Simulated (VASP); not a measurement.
A convergence study with VASP on BeS (zinc blende): one setting is varied, all else stays as given below, so the limit is that of these other settings. Each run relaxes cell and ions from the cell shown.

```
BeS
1.0
    0.00000     2.43500     2.43500
    2.43500     0.00000     2.43500
    2.43500     2.43500     0.00000
Be S
1 1
Direct
  0.00000   0.00000   0.00000
  0.25000   0.25000   0.25000
```

The numbers are results of PBE GGA, VASP's PBE PAW potentials (set 64) (plane waves; VASP), not measurements. The tightest run used: 550 eV cut-off, 13×13×13 Γ-centred mesh, Gaussian smearing of 0.050 eV, potentials Be S.

Gaps are read on the run's mesh, which can miss a band edge.

### Question
The settings run are 2×2×2 mesh; 3×3×3 mesh; 4×4×4 mesh; 5×5×5 mesh; 6×6×6 mesh; 7×7×7 mesh; 9×9×9 mesh; 10×10×10 mesh; 11×11×11 mesh; 12×12×12 mesh; 13×13×13 mesh. From which on does the relaxed volume stay within 0.1 Å³/atom of the tightest run?

### Answer
From 4×4×4 mesh on: it is off by 0.081 there and by no more than 0.1 in any finer run, while 3×3×3 mesh is off by 0.326.
```csv
setting,relaxed volume (Å³/atom),E (eV/atom),gap on the mesh (eV),irreducible k-points,difference judged (Å³/atom)
2×2×2 mesh,16.143,-4.3116,3.182,3,1.649
3×3×3 mesh,14.820,-4.8889,3.846,4,0.326
4×4×4 mesh,14.576,-4.9823,3.146,8,0.081
5×5×5 mesh,14.517,-5.0012,3.434,10,0.022
6×6×6 mesh,14.501,-5.0054,3.147,16,0.006
7×7×7 mesh,14.497,-5.0064,3.298,20,0.002
9×9×9 mesh,14.495,-5.0068,3.239,35,0.000
10×10×10 mesh,14.495,-5.0068,3.147,47,0.000
11×11×11 mesh,14.495,-5.0068,3.209,56,0.000
12×12×12 mesh,14.495,-5.0068,3.147,72,0.000
13×13×13 mesh,14.495,-5.0068,3.192,84,0.000
```

Left out are rungs that failed or repeat a setting and relaxations that didn't move; long series are thinned to 24 rows.

The compound is BeS in the zinc blende structure.
